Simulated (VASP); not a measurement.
## Which magnetic order does Pm take?

Is Pm a ferromagnet or an antiferromagnet at this level? The start is a computed cell from the Materials Project.

Program: VASP 6.6.1. Level of theory: PBE, spin-polarised, from parallel moments; plane waves and PAW (Pm), in the first sound run; inputs show where later runs differ. Results are calculated unless marked as measured.

Report form: the programs' logs are mostly left out.

**1. Starting point**

It takes space group P6_3/mmc (No. 194, hexagonal). The conventional cell has a = 3.676 Å, b = 3.676 Å, c = 11.799 Å, α = 90.00°, β = 90.00°, γ = 120.00°. Nearest to Pm lie 12 Pm at 3.63 to 3.68 Å. Nearest to Pm lie 12 Pm at 3.63 to 3.68 Å.

Coordinates:

```xyz
4
Lattice="3.6762 0.0000 0.0000 -1.8381 3.1837 0.0000 0.0000 0.0000 11.7991" Properties=species:S:1:pos:R:3 pbc="T T T"
Pm    1.8381    1.0612    8.8493
Pm    0.0000    0.0000    5.8996
Pm    0.0000    2.1224    2.9498
Pm    0.0000    0.0000    0.0000
```

**2. Magnetic order, start order fm, signs ++++**

Each run starts from other signs of the moments at the same geometry and cutoff; gentle mixing helps it keep them. Any wave vector in a name is a fraction of the reciprocal vectors of the first cell as typed.

INCAR reads:

```
SYSTEM = Pm
PREC = Accurate
ENCUT = 410
EDIFF = 1E-06
NELM = 150
ISMEAR = 0
SIGMA = 0.05
LREAL = .FALSE.
ALGO = Normal
GGA = PE
NBANDS = 48
ISPIN = 2
MAGMOM = 4 4 4 4
LASPH = .TRUE.
LMAXMIX = 6
AMIX = 0.2
BMIX = 1E-04
AMIX_MAG = 0.8
BMIX_MAG = 1E-04
LORBIT = 11
LWAVE = .FALSE.
LCHARG = .TRUE.
```

POSCAR reads:

```
Pm
1.0
    3.6761810624      0.0000000000      0.0000000000
   -1.8380905312      3.1836661890      0.0000000000
    0.0000000000      0.0000000000     11.7991114600
Pm
4
Direct
    0.6666666667      0.3333333333      0.7500000000
    0.0000000000      0.0000000000      0.5000000000
    0.3333333333      0.6666666667      0.2500000000
    0.0000000000      0.0000000000      0.0000000000
```

KPOINTS reads:

```
Automatic mesh
0
Gamma
6 6 2
0 0 0
```

Potentials, in the order of the species: Pm (PBE family, release 64).

On the command line:

```console
> mpirun -np 1 vasp_std
```

The job ended after 10 min (1 MPI rank of Intel Xeon 6975P-C (Granite Rapids), shared host; peak memory 0.3 GiB).

The magnetic state follows from one typed start and may not be the lowest. The k-mesh is coarse for a metal. Without U or exact exchange the f electrons of Pm come out too delocalised, which can shrink the cell and pin f bands at the Fermi level.

This step gave:

| Quantity | Value |
| --- | --- |
| electronic cycles | 128 |
| electrons | 60 |
| free energy (TOTEN) | -30.47 eV |
| energy at zero smearing | -30.44 eV |
| Fermi energy | 5.808 eV |
| moment of the cell, from the last line of the log | 21.34 μB |
| labelled metallic, from the levels on this mesh | yes |

Spin moment in the PAW sphere by atom:

| atom | spin moment in the PAW sphere (μB) |
| --- | --- |
| Pm1 | 4.63 |
| Pm2 | 4.63 |
| Pm3 | 4.63 |
| Pm4 | 4.63 |

Spin density in the ac plane at fractional y = 0.000, with atoms of Pm within 0.2 Å of it.

Values in e/Å³, 24 rows by 14 columns, each cell a mean:
```
4.1 3.0 1.1 0.2 0.1 0.0 0.0 0.0 0.0 0.0 0.1 0.4 1.6 3.4
0.3 0.3 0.2 0.1 0.0 0.0 0.0 0.0 0.0 0.0 0.0 0.1 0.2 0.3
0.0 0.0 0.0 0.0 0.0 0.0 0.0 0.0 0.0 0.0 0.0 0.0 0.0 0.0
0.0 0.0 0.0 0.0 0.0 0.0 0.0 0.0 0.0 0.0 0.0 0.0 0.0 0.0
0.0 0.0 0.0 0.0 0.0 0.0 0.0 0.0 0.0 0.0 0.0 0.0 0.0 0.0
0.0 0.0 0.0 0.0 0.0 0.1 0.1 0.1 0.1 0.1 0.0 0.0 0.0 0.0
0.0 0.0 0.0 0.0 0.0 0.1 0.1 0.0 0.1 0.1 0.0 0.0 0.0 0.0
0.0 0.0 0.0 0.0 0.0 0.0 0.0 0.0 0.0 0.0 0.0 0.0 0.0 0.0
0.0 0.0 0.0 0.0 0.0 0.0 0.0 0.0 0.0 0.0 0.0 0.0 0.0 0.0
0.0 0.1 0.1 0.0 0.0 0.0 0.0 0.0 0.0 0.0 0.0 0.0 0.1 0.1
1.1 1.0 0.4 0.1 0.0 0.0 0.0 0.0 0.0 0.0 0.0 0.1 0.5 1.1
6.1 4.4 1.8 0.3 0.1 0.0 0.0 0.0 0.0 0.0 0.1 0.6 2.4 5.0
4.3 3.1 1.2 0.2 0.1 0.0 0.0 0.0 0.0 0.0 0.1 0.4 1.6 3.5
0.2 0.3 0.2 0.1 0.0 0.0 0.0 0.0 0.0 0.0 0.0 0.1 0.2 0.3
0.0 0.0 0.0 0.0 0.0 0.0 0.0 0.0 0.0 0.0 0.0 0.0 0.0 0.0
0.0 0.0 0.0 0.0 0.0 0.0 0.0 0.0 0.0 0.0 0.0 0.0 0.0 0.0
0.0 0.0 0.0 0.0 0.0 0.0 0.0 0.0 0.0 0.0 0.0 0.0 0.0 0.0
0.0 0.0 0.0 0.0 0.0 0.1 0.1 0.1 0.1 0.1 0.0 0.0 0.0 0.0
0.0 0.0 0.0 0.0 0.0 0.1 0.1 0.0 0.1 0.1 0.0 0.0 0.0 0.0
0.0 0.0 0.0 0.0 0.0 0.0 0.0 0.0 0.0 0.0 0.0 0.0 0.0 0.0
0.0 0.0 0.0 0.0 0.0 0.0 0.0 0.0 0.0 0.0 0.0 0.0 0.0 0.0
0.0 0.1 0.1 0.0 0.0 0.0 0.0 0.0 0.0 0.0 0.0 0.0 0.1 0.1
1.3 1.1 0.4 0.1 0.0 0.0 0.0 0.0 0.0 0.0 0.0 0.1 0.6 1.2
6.1 4.4 1.8 0.3 0.1 0.0 0.0 0.0 0.0 0.0 0.1 0.6 2.4 4.9
```
Columns run along a (3.7 Å), rows up along c (11.8 Å). Atoms in or near the plane, at fractional coordinates: Pm at (0.00, 0.50), Pm at (0.00, 0.00).

Valence density in the ac plane at fractional y = 0.000, with atoms of Pm within 0.2 Å of it. It is the smooth field of the valence electrons, not physical close to the nuclei.

Values in e/Å³, 24 rows by 14 columns, each cell a mean:
```
5.2 4.7 3.0 1.2 0.5 0.2 0.1 0.1 0.1 0.2 0.6 1.7 3.5 4.9
1.6 1.5 0.9 0.4 0.2 0.1 0.1 0.1 0.1 0.1 0.2 0.5 1.1 1.6
0.2 0.2 0.2 0.1 0.1 0.1 0.1 0.1 0.1 0.1 0.1 0.1 0.2 0.2
0.1 0.1 0.1 0.1 0.1 0.1 0.1 0.1 0.1 0.1 0.1 0.1 0.1 0.1
0.1 0.1 0.1 0.1 0.1 0.2 0.3 0.3 0.2 0.2 0.1 0.1 0.1 0.1
0.1 0.1 0.1 0.1 0.2 0.3 0.5 0.5 0.4 0.3 0.2 0.1 0.1 0.1
0.1 0.1 0.1 0.1 0.2 0.3 0.4 0.4 0.4 0.3 0.2 0.1 0.1 0.1
0.1 0.1 0.1 0.1 0.1 0.1 0.2 0.2 0.2 0.1 0.1 0.1 0.1 0.1
0.1 0.1 0.1 0.1 0.1 0.1 0.1 0.1 0.1 0.1 0.1 0.1 0.1 0.1
0.5 0.5 0.3 0.2 0.1 0.1 0.1 0.1 0.1 0.1 0.1 0.2 0.4 0.5
2.9 2.7 1.7 0.7 0.3 0.1 0.1 0.1 0.1 0.2 0.3 0.9 2.0 2.8
6.0 5.5 3.8 1.6 0.6 0.2 0.1 0.1 0.1 0.3 0.7 2.2 4.3 5.7
5.2 4.8 3.1 1.2 0.5 0.2 0.1 0.1 0.1 0.2 0.6 1.7 3.6 5.0
1.5 1.4 0.9 0.4 0.2 0.1 0.1 0.1 0.1 0.1 0.2 0.5 1.0 1.5
0.2 0.2 0.2 0.1 0.1 0.1 0.1 0.1 0.1 0.1 0.1 0.1 0.2 0.2
0.1 0.1 0.1 0.1 0.1 0.1 0.1 0.1 0.1 0.1 0.1 0.1 0.1 0.1
0.1 0.1 0.1 0.1 0.1 0.2 0.3 0.3 0.2 0.2 0.1 0.1 0.1 0.1
0.1 0.1 0.1 0.1 0.2 0.3 0.5 0.5 0.4 0.3 0.2 0.1 0.1 0.1
0.1 0.1 0.1 0.1 0.2 0.3 0.4 0.4 0.4 0.3 0.2 0.1 0.1 0.1
0.1 0.1 0.1 0.1 0.1 0.2 0.2 0.2 0.2 0.1 0.1 0.1 0.1 0.1
0.1 0.1 0.1 0.1 0.1 0.1 0.1 0.1 0.1 0.1 0.1 0.1 0.1 0.1
0.5 0.4 0.3 0.2 0.1 0.1 0.1 0.1 0.1 0.1 0.1 0.2 0.3 0.5
3.0 2.8 1.7 0.7 0.3 0.1 0.1 0.1 0.1 0.2 0.3 1.0 2.0 2.9
5.9 5.5 3.8 1.6 0.6 0.2 0.1 0.1 0.1 0.3 0.7 2.2 4.3 5.7
```
Columns run along a (3.7 Å), rows up along c (11.8 Å). Atoms in or near the plane, at fractional coordinates: Pm at (0.00, 0.50), Pm at (0.00, 0.00).

The largest moment at the end is 4.63 μB, and the moments of the cell sum to 21.34 μB.

**3. Magnetic order, start order AFM 1, signs ++--**

This step: PBE, spin-polarised, from moments of both signs; plane waves and PAW (Pm) (VASP 6.6.1).

INCAR, as its differences from that of step 2:

```diff
@@ -12,3 +12,3 @@
 ISPIN = 2
-MAGMOM = 4 4 4 4
+MAGMOM = 4 4 -4 -4
 LASPH = .TRUE.
```

POSCAR is that of step 2.

KPOINTS is that of step 2.

On the command line:

```console
> mpirun -np 1 vasp_std
```

It took 5 min on 1 MPI rank; peak memory 0.3 GiB.

Numbers from this step:

```
electronic cycles       : 53
free energy (TOTEN)     : -30.45 eV
energy at zero smearing : -30.41 eV
Fermi energy            : 5.800 eV
```

Spin moment in the PAW sphere by atom:

```csv
atom,spin moment in the PAW sphere (μB)
Pm1,4.62
Pm2,4.60
Pm3,-4.62
Pm4,-4.60
```

Force by atom:

```csv
atom,x (eV/Å),y (eV/Å),z (eV/Å),size
Pm1,0.000,0.000,-0.131,0.131
Pm2,0.000,0.000,0.131,0.131
Pm3,0.000,0.000,-0.131,0.131
Pm4,0.000,0.000,0.131,0.131
```

Spin density in the ac plane at fractional y = 0.000, with atoms of Pm within 0.2 Å of it.

Values in e/Å³, 24 rows by 14 columns, each cell a mean:
```
-4.2 -3.0 -1.2 -0.2 -0.1  0.0  0.0  0.0  0.0  0.0 -0.1 -0.4 -1.6 -3.4
-0.4 -0.3 -0.2 -0.1  0.0  0.0  0.0  0.0  0.0  0.0  0.0 -0.1 -0.2 -0.4
 0.0  0.0  0.0  0.0  0.0  0.0  0.0  0.0  0.0  0.0  0.0  0.0  0.0  0.0
 0.0  0.0  0.0  0.0  0.0  0.0  0.0  0.0  0.0  0.0  0.0  0.0  0.0  0.0
 0.0  0.0  0.0  0.0  0.0  0.0  0.0  0.0  0.0  0.0  0.0  0.0  0.0  0.0
 0.0  0.0  0.0  0.0  0.0  0.1  0.1  0.1  0.1  0.1  0.0  0.0  0.0  0.0
 0.0  0.0  0.0  0.0  0.0  0.1  0.1  0.0  0.1  0.1  0.0  0.0  0.0  0.0
 0.0  0.0  0.0  0.0  0.0  0.0  0.0  0.0  0.0  0.0  0.0  0.0  0.0  0.0
 0.0  0.0  0.0  0.0  0.0  0.0  0.0  0.0  0.0  0.0  0.0  0.0  0.0  0.0
 0.1  0.1  0.1  0.0  0.0  0.0  0.0  0.0  0.0  0.0  0.0  0.0  0.1  0.1
 1.3  1.0  0.4  0.1  0.0  0.0  0.0  0.0  0.0  0.0  0.1  0.1  0.5  1.1
 6.2  4.4  1.9  0.4  0.1  0.0  0.0  0.0  0.0  0.1  0.1  0.7  2.5  5.0
 4.3  3.1  1.3  0.2  0.1  0.0  0.0  0.0  0.0  0.0  0.1  0.5  1.7  3.5
 0.3  0.3  0.2  0.1  0.0  0.0  0.0  0.0  0.0  0.0  0.0  0.1  0.2  0.3
 0.0  0.0  0.0  0.0  0.0  0.0  0.0  0.0  0.0  0.0  0.0  0.0  0.0  0.0
 0.0  0.0  0.0  0.0  0.0  0.0  0.0  0.0  0.0  0.0  0.0  0.0  0.0  0.0
 0.0  0.0  0.0  0.0  0.0  0.0  0.0  0.0  0.0  0.0  0.0  0.0  0.0  0.0
 0.0  0.0  0.0  0.0  0.0 -0.1 -0.1 -0.1 -0.1 -0.1  0.0  0.0  0.0  0.0
 0.0  0.0  0.0  0.0  0.0 -0.1 -0.1  0.0 -0.1 -0.1  0.0  0.0  0.0  0.0
 0.0  0.0  0.0  0.0  0.0  0.0  0.0  0.0  0.0  0.0  0.0  0.0  0.0  0.0
 0.0  0.0  0.0  0.0  0.0  0.0  0.0  0.0  0.0  0.0  0.0  0.0  0.0  0.0
-0.1 -0.1 -0.1  0.0  0.0  0.0  0.0  0.0  0.0  0.0  0.0  0.0 -0.1 -0.1
-1.4 -1.1 -0.4 -0.1  0.0  0.0  0.0  0.0  0.0  0.0 -0.1 -0.2 -0.6 -1.2
-6.1 -4.4 -1.9 -0.4 -0.1  0.0  0.0  0.0  0.0 -0.1 -0.1 -0.7 -2.5 -4.9
```
Columns run along a (3.7 Å), rows up along c (11.8 Å). Atoms in or near the plane, at fractional coordinates: Pm at (0.00, 0.50), Pm at (0.00, 0.00).

Valence density in the ac plane at fractional y = 0.000, with atoms of Pm within 0.2 Å of it. It is the smooth field of the valence electrons, not physical close to the nuclei.

Values in e/Å³, 24 rows by 14 columns, each cell a mean:
```
5.2 4.7 3.1 1.3 0.5 0.2 0.1 0.1 0.1 0.2 0.6 1.8 3.5 4.9
1.7 1.5 0.9 0.4 0.2 0.1 0.1 0.1 0.1 0.1 0.2 0.5 1.1 1.6
0.2 0.2 0.2 0.1 0.1 0.1 0.1 0.1 0.1 0.1 0.1 0.1 0.2 0.2
0.1 0.1 0.1 0.1 0.1 0.1 0.1 0.1 0.1 0.1 0.1 0.1 0.1 0.1
0.1 0.1 0.1 0.1 0.1 0.2 0.3 0.3 0.2 0.2 0.1 0.1 0.1 0.1
0.1 0.1 0.1 0.1 0.2 0.4 0.5 0.5 0.4 0.3 0.2 0.1 0.1 0.1
0.1 0.1 0.1 0.1 0.2 0.3 0.4 0.4 0.4 0.3 0.2 0.1 0.1 0.1
0.1 0.1 0.1 0.1 0.1 0.1 0.2 0.2 0.2 0.1 0.1 0.1 0.1 0.1
0.1 0.1 0.1 0.1 0.1 0.1 0.1 0.1 0.1 0.1 0.1 0.1 0.1 0.1
0.5 0.5 0.3 0.2 0.1 0.1 0.1 0.1 0.1 0.1 0.1 0.2 0.4 0.5
3.1 2.7 1.7 0.7 0.3 0.1 0.1 0.1 0.1 0.2 0.3 0.9 2.0 2.9
6.0 5.5 3.9 1.6 0.6 0.2 0.1 0.1 0.1 0.3 0.7 2.3 4.4 5.7
5.3 4.8 3.2 1.3 0.5 0.2 0.1 0.1 0.1 0.2 0.6 1.8 3.6 5.0
1.6 1.4 0.9 0.4 0.2 0.1 0.1 0.1 0.1 0.1 0.2 0.5 1.0 1.5
0.2 0.2 0.2 0.1 0.1 0.1 0.1 0.1 0.1 0.1 0.1 0.1 0.2 0.2
0.1 0.1 0.1 0.1 0.1 0.1 0.1 0.1 0.1 0.1 0.1 0.1 0.1 0.1
0.1 0.1 0.1 0.1 0.1 0.2 0.3 0.3 0.2 0.2 0.1 0.1 0.1 0.1
0.1 0.1 0.1 0.1 0.2 0.4 0.5 0.5 0.4 0.3 0.2 0.1 0.1 0.1
0.1 0.1 0.1 0.1 0.2 0.3 0.4 0.4 0.4 0.3 0.2 0.1 0.1 0.1
0.1 0.1 0.1 0.1 0.1 0.1 0.2 0.2 0.2 0.1 0.1 0.1 0.1 0.1
0.1 0.1 0.1 0.1 0.1 0.1 0.1 0.1 0.1 0.1 0.1 0.1 0.1 0.1
0.5 0.4 0.3 0.2 0.1 0.1 0.1 0.1 0.1 0.1 0.1 0.2 0.3 0.5
3.2 2.8 1.7 0.7 0.3 0.1 0.1 0.1 0.1 0.2 0.3 1.0 2.0 2.9
5.9 5.5 3.9 1.6 0.6 0.2 0.1 0.1 0.1 0.3 0.7 2.3 4.4 5.7
```
Columns run along a (3.7 Å), rows up along c (11.8 Å). Atoms in or near the plane, at fractional coordinates: Pm at (0.00, 0.50), Pm at (0.00, 0.00).

The largest moment at the end is 4.62 μB, and the moments of the cell sum to 0.00 μB.

**4. Magnetic order, start order AFM 2, signs +-+-**

INCAR, as its differences from that of step 3:

```diff
@@ -12,3 +12,3 @@
 ISPIN = 2
-MAGMOM = 4 4 -4 -4
+MAGMOM = 4 -4 4 -4
 LASPH = .TRUE.
@@ -21,2 +21,2 @@
 LWAVE = .FALSE.
-LCHARG = .TRUE.
+LCHARG = .FALSE.
```

POSCAR is that of step 3.

KPOINTS is that of step 3.

On the command line:

```console
> mpirun -np 1 vasp_std
```

Elapsed: 13 min, on 1 MPI rank; peak memory 0.31 GiB.

The electronic loop did not meet EDIFF within NELM cycles, so this run is left out of the comparison.

**5. Magnetic order, start order ferri 3, signs +++-**

INCAR, as its differences from that of step 4:

```diff
@@ -12,3 +12,3 @@
 ISPIN = 2
-MAGMOM = 4 -4 4 -4
+MAGMOM = 4 4 4 -4
 LASPH = .TRUE.
```

POSCAR is that of step 4.

KPOINTS is that of step 4.

On the command line:

```console
> mpirun -np 1 vasp_std
```

It took 7.4 min on 1 MPI rank; peak memory 0.3 GiB.

Spin moment in the PAW sphere by atom:

```
atom  spin moment in the PAW sphere (μB)
 Pm1                                4.51
 Pm2                                4.69
 Pm3                                4.51
 Pm4                               -4.64
```

The largest moment at the end is 4.69 μB, and the moments of the cell sum to 10.21 μB.

**6. The series together**

Times are for 1 MPI rank of Intel Xeon 6975P-C (Granite Rapids), shared host. The series side by side:

```csv
no.,start order,energy at zero smearing (eV),"moment of the cell, from the last line of the log (μB)",time,memory (GiB)
1,fm,-30.44,21.34,10 min,0.3
2,afm 1,-30.41,0,5 min,0.3
3,ferri 3,-30.50,10.21,7.4 min,0.3
```

**7. No spin polarisation**

This step: PBE, no spin polarisation; plane waves and PAW (Pm) (VASP 6.6.1).

A run without spin shows what magnetism as such gains.

INCAR reads:

```
SYSTEM = Pm
PREC = Accurate
ENCUT = 410
EDIFF = 1E-06
NELM = 150
ISMEAR = 0
SIGMA = 0.05
LREAL = .FALSE.
ALGO = Normal
GGA = PE
NBANDS = 37
LASPH = .TRUE.
LORBIT = 11
LWAVE = .FALSE.
LCHARG = .FALSE.
AMIX = 0.2
BMIX = 1E-04
AMIX_MAG = 0.8
BMIX_MAG = 1E-04
```

POSCAR is that of step 5.

KPOINTS is that of step 5.

On the command line:

```console
> mpirun -np 1 vasp_std
```

Wall time 5.8 min (1 MPI rank); peak memory 0.22 GiB.

The electronic loop did not meet EDIFF within NELM cycles, so this run is left out of the comparison.

**8. Summary**

This step: collinear magnetic orders, PBE; plane waves and PAW (VASP 6.6.1).

Derived from the runs above.

This step gave:

```
mean moment in the lowest run : 4.586 μB
```

Orders, by row:

```csv
order,signs,energy above the lowest (meV/magnetic atom),total moment (μB),mean moment on carriers (μB),gap on the mesh (eV),"signs at the end, of the atoms given a moment"
fm,++++,15.47,21.34,4.63,0,++++
afm 1,++--,23.13,0,4.608,0,++--
ferri 3,+++-,0,10.21,4.586,0,+++-
```

**9. Results**

| Quantity | Value |
| --- | --- |
| mean moment in the lowest run | 4.59 μB |

**Reading.** The 4f electrons of Pm run in the valence without U or exact exchange, which tends to pin them at the Fermi level with wrong fillings; moments, orders and energies that hang on them are not reliable. The lowest run started as ferri 3 and holds 4.59 μB on average over the atoms that were given a moment; the next state, from fm, lies 15.5 meV a magnetic atom higher. It ends with the signs +++- and a net moment of 10.21 μB a cell: opposed moments that don't cancel. No couplings are given: pair constants of the nearest shells miss the energies by 9 meV a magnetic atom. On this k mesh the moments and energy differences of a metal are not converged, and no denser mesh was tried, so the order found is tentative. The order afm 2 ran without a converged result and may lie lower. No other collinear orders were tried, and their comparison leaves spin-orbit coupling out.

[Lines on the potential files, build, host, timing and source positions are cut from VASP's logs without a mark.]

[Logs are printed without paths, hosts, clocks, repeated set-up lines and the standing remarks that a program may print on its own settings, such as how far it seeks lower states.]

[Hosts, paths, dates, database ids (printed as entryN), source tags and the programs' standing remarks are cut or masked in the printed files.]

[In band tables of VASP the shares of atoms and orbitals are scaled to a sum of 1 inside the atoms' spheres.]

[Runs that stopped without an error message from VASP are left out.]
